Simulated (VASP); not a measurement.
Level of theory: PBE GGA, VASP's PBE PAW potentials (set 64) (plane waves; VASP 6.6.1).

Input for VASP

File KPOINTS:
```
K-points
0
G
 13 13 13
0 0 0
```

**INCAR**
```
! general
SYSTEM  = CoGa
PREC    = Accurate
ENCUT   = 500
LREAL   = .False.   ! projection in real space or not
LASPH   = .True.   ! aspherical one-centre terms

! electronic loop
EDIFF   = 1E-6
NELM    = 100   ! most electronic steps
ALGO    = Normal   ! blocked Davidson
LMAXMIX = 4

! smearing
ISMEAR  = 1
SIGMA   = 0.1   ! width (eV)

! functional
GGA     = PE   ! PBE

! ions
IBRION  = 2   ! conjugate gradients
NSW     = 40   ! most ionic steps
ISIF    = 3
EDIFFG  = -0.02   ! ionic stop

! output
LWAVE   = .False.
LCHARG  = .False.
```

File POSCAR:
```
CoGa
1
    2.8823180857    -0.0000000000     0.0000000000
   -0.0000000000     2.8823180857    -0.0000000000
   -0.0000000000    -0.0000000000     2.8823180857
Ga Co
1 1
Direct
  0.5000000000   0.5000000000   0.5000000000
  0.0000000000   0.0000000000   0.0000000000
```

POTCAR, in this order: Ga_d Co (PBE.64 set). Program: vasp_std.

Q: What will the output report for the number of irreducible k-points (NKPTS), largest plane-wave count, number of space-group operations, FFT grid (NGX, NGY, NGZ)?

A: 
The number of irreducible k-points (NKPTS) comes out as 84 and the largest plane-wave count comes out as 624. The number of space-group operations comes out as 48 and the FFT grid (NGX, NGY, NGZ) comes out as 24 × 24 × 24.

The compound is CoGa in the CsCl type structure. It was relaxed first. The run is not spin-polarised, so no magnetic state was tried.
